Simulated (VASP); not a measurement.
VASP runs on PtSe$_{2}$ (space group P-3m1) share one base input (PBE GGA, plane waves, VASP's PBE PAW potentials (set 64)) and change the settings named in each case.

INCAR:
```
SYSTEM = PtSe2
PREC = Accurate; ENCUT = 300; LREAL = .FALSE.
LASPH = .TRUE.
EDIFF = 1E-6; NELM = 100; ALGO = Normal
LMAXMIX = 6
ISMEAR = -1; SIGMA = 0.02
GGA = PE
ISIF = 2
LWAVE = .FALSE.; LCHARG = .FALSE.
```

**POSCAR**
```
PtSe2
1.0
  1.8187480000  -3.1501640000   0.0000000000
  1.8187480000   3.1501640000   0.0000000000
  0.0000000000   0.0000000000   4.9540160000
Pt Se
1 2
Cart
  0.0000000000   0.0000000000   0.0000000000
  1.8187480000   1.0500567668   1.2632740800
  1.8187480000  -1.0500567668   3.6907419200
```

KPOINTS:
```
Automatic mesh
0
Gamma
8 8 5
0 0 0
```

POTCAR, in this order: Pt Se (PBE.64 set). Program: vasp_std.

```tsv
change	E(σ→0) (eV/atom)	pressure (GPa)	largest force (eV/Å)	−TS (eV)
base run	-4.6451	16.81	1.228	-0.0015
GGA = PS	-5.2530	___	___	___
GGA_COMPAT = .FALSE., LNONCOLLINEAR = .TRUE., LSORBIT = .TRUE., MAGMOM = 0.0 0.0 0.0 0.0 0.0 0.0 0.0 0.0 0.0, program vasp_ncl	-4.7764	___	___	___
KPOINTS 2×2×1 Γ-centred mesh	-4.7947	13.59	0.243	-0.0187
```

### Question
Some entries are withheld; supply them.

### Answer

- GGA = PS, pressure (GPa): 11.18
- GGA = PS, largest force (eV/Å): 0.990
- GGA = PS, −TS (eV): -0.0013
- GGA_COMPAT = .FALSE., LNONCOLLINEAR = .TRUE., LSORBIT = .TRUE., MAGMOM = 0.0 0.0 0.0 0.0 0.0 0.0 0.0 0.0 0.0, program vasp_ncl, pressure (GPa): 16.92
- GGA_COMPAT = .FALSE., LNONCOLLINEAR = .TRUE., LSORBIT = .TRUE., MAGMOM = 0.0 0.0 0.0 0.0 0.0 0.0 0.0 0.0 0.0, program vasp_ncl, largest force (eV/Å): 1.251
- GGA_COMPAT = .FALSE., LNONCOLLINEAR = .TRUE., LSORBIT = .TRUE., MAGMOM = 0.0 0.0 0.0 0.0 0.0 0.0 0.0 0.0 0.0, program vasp_ncl, −TS (eV): -0.0011

Energies of different potentials or functionals have different zeros.  Unless said otherwise, spin-orbit coupling is left out, though it shifts the bands of the heavy elements here. At 300 eV the pressure can carry a Pulay error.

Left out are runs that ran out of time, are held back, or changed the cell or the kind of run, fixed moments of cells without a moment, rows past the twelfth, gaps on odd meshes, pressures of charged cells and columns that move by less than the noise.

The structure is a typed PtSe2 crystal. The cell was not relaxed at this level, forces remain on its atoms, its lattice was scaled by up to 2.5 %.
